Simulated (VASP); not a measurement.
Here is the system:

```xyz
2
Lattice="0.0000 2.8610 2.8610 2.8610 0.0000 2.8610 2.8610 2.8610 0.0000" Properties=species:S:1:pos:R:3 pbc="T T T"
Ge     0.0000     0.0000     0.0000
Ge     1.4305     1.4305     1.4305
```

The numbers are results of rev-vdW-DF2, VASP's PBE PAW potentials (set 64) (plane waves; VASP 6.6.1), not measurements. Settings: 520 eV cut-off, 12×12×12 Γ-centred mesh, tetrahedra with Blöchl corrections, potentials Ge_d.

Task: Tabulate the total density of states (states/eV per cell) against energy (eV; zero at the valence-band maximum or, without a gap, the Fermi level).

Result: 
```tsv
E (eV)	DOS (states/eV)
-9.98	0.79
-9.86	0.75
-9.62	0.64
-9.50	0.59
-9.26	0.50
-9.14	0.38
-8.90	0.11
-8.78	0.03
-8.66	0.06
-8.42	0.26
-8.30	0.39
-8.06	0.53
-7.94	0.59
-7.82	0.65
-7.58	0.85
-7.46	1.26
-7.22	0.82
-7.10	0.71
-6.86	0.57
-6.74	0.51
-6.62	0.46
-6.38	0.40
-6.26	0.37
-6.02	0.32
-5.90	0.30
-5.78	0.27
-5.54	0.24
-5.42	0.23
-5.18	0.20
-5.06	0.19
-4.82	0.16
-4.70	0.15
-4.58	0.14
-4.34	0.13
-4.22	0.25
-3.98	1.43
-3.86	1.32
-3.74	1.23
-3.50	1.08
-3.38	1.07
-3.14	1.28
-3.02	1.45
-2.78	1.52
-2.66	1.50
-2.54	1.48
-2.30	1.39
-2.18	1.37
-1.94	1.29
-1.82	1.25
-1.70	1.24
-1.46	1.17
-1.34	0.97
-1.10	0.61
-0.98	0.51
-0.74	0.35
-0.62	0.28
-0.50	0.22
-0.26	0.12
-0.14	0.06
0.10	0.01
0.22	0.02
0.34	0.05
0.58	0.12
0.70	0.23
0.94	0.59
1.06	0.77
1.30	1.16
1.42	1.37
1.54	1.71
1.78	1.91
1.90	1.60
2.14	0.89
2.26	0.86
2.38	0.90
2.62	1.10
2.74	1.03
2.98	1.00
3.10	0.88
3.34	1.01
3.46	1.48
```
Within 2 eV below the Fermi level the largest weight inside VASP's projection spheres is Ge p.

The compound is Ge in the diamond structure. It was relaxed first.
